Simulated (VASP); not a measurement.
Given:

```xyz
5
Lattice="3.9308 0.0000 0.0000 -1.9654 3.4042 0.0000 0.0000 0.0000 6.1120" Properties=species:S:1:pos:R:3 pbc="T T T"
La     1.9654     1.1347     4.6069
La     0.0000     2.2694     1.5050
O      1.9654     1.1347     2.1643
O      0.0000     2.2694     3.9476
O      0.0000     0.0000     0.0000
```

Method: LDA (Ceperley-Alder, Perdew-Zunger), VASP's LDA PAW potentials (set 64) (plane waves; VASP). Settings: 400 eV cut-off, 10×10×6 Γ-centred mesh, Gaussian smearing of 0.010 eV, potentials La O.

At this cut-off the stress carries a Pulay error, which pulls relaxed volumes low.

### Question
Which forces act on the atoms, in eV/Å?

### Answer

```json
[
 {"atom": "La1", "Fx": "0.000", "Fy": "0.000", "Fz": "-0.164"},
 {"atom": "La2", "Fx": "0.000", "Fy": "0.000", "Fz": "0.164"},
 {"atom": "O3", "Fx": "0.000", "Fy": "0.000", "Fz": "0.026"},
 {"atom": "O4", "Fx": "0.000", "Fy": "0.000", "Fz": "-0.026"},
 {"atom": "O5", "Fx": "0.000", "Fy": "0.000", "Fz": "0.000"}
]
```

### Question
Give the stress tensor in GPa (positive for a compressed cell).

### Answer

```
-10.08    0.00    0.00
  0.00  -10.08    0.00
  0.00    0.00   -9.49
```
The pressure is its mean diagonal, -9.89 GPa.

The structure comes from a computed database's La2O3 entry; how it stands against other phases isn't given here. The cell was not relaxed at this level.
